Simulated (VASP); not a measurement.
An input for Ansatz (written as the equivalent of a VASP run, and not itself run):

Ansatz 0.2 input:
```yaml
crystal:
  lattice:
    - [1.3660627, -2.3660908, 0.0000000]
    - [1.3660627, 2.3660908, 0.0000000]
    - [0.0000000, 0.0000000, 4.3830067]
  atoms:
    - { symbol: Mg, position: [0.3333330, 0.6666670, 0.2500000] }
    - { symbol: Mg, position: [0.6666670, 0.3333330, 0.7500000] }
kpoints:
  mp_grid: { grid: [15, 15, 8] }
hamiltonian:
  xc: pbe
  pseudopotentials: { kind: paw }
scf:
  occupations: { method: methfessel_paxton, width: 0.1 }
  max_iter: 100
relax:
  max_steps: 40
  f_tol: 0.02
  cell: { p_target: 45 }
output: { forces: true, stress: true, eigenvalues: true }
```

Problem. Translate this input to VASP (INCAR, KPOINTS, POSCAR, choice of POTCAR).

Solution. Several could match; the one computed here: 
File KPOINTS:
```
Automatic mesh
0
Gamma
15 15 8
0 0 0
```

INCAR:
```
SYSTEM = Mg
PREC = Accurate
ENCUT = 500
EDIFF = 1E-6
NELM = 100
ALGO = Normal
LREAL = .FALSE.
LASPH = .TRUE.
ISMEAR = 1
SIGMA = 0.1
GGA = PE
LWAVE = .FALSE.
LCHARG = .FALSE.
IBRION = 2
ISIF = 3
NSW = 40
EDIFFG = -0.02
PSTRESS = 450
```

File POSCAR:
```
Mg
1.0
  1.3660627289  -2.3660907967   0.0000000000
  1.3660627289   2.3660907967   0.0000000000
  0.0000000000   0.0000000000   4.3830066616
Mg
2
Cart
  1.3660627289   0.7886985096   1.0957516654
  1.3660627289  -0.7886985096   3.2872549962
```

POTCAR, in this order: Mg (PBE.64 set). Program: vasp_std.

What does not carry over: each code has its own PAW files, so the cut-off isn't converted (ENCUT is set for VASP's; basis.ecutwfc is left out, and Ansatz then takes the one that its files recommend); Ansatz stops its SCF on the density residual and VASP on the energy change (EDIFF).

The compound is Mg in the hcp structure. It was relaxed first under an external pressure of 45 GPa.
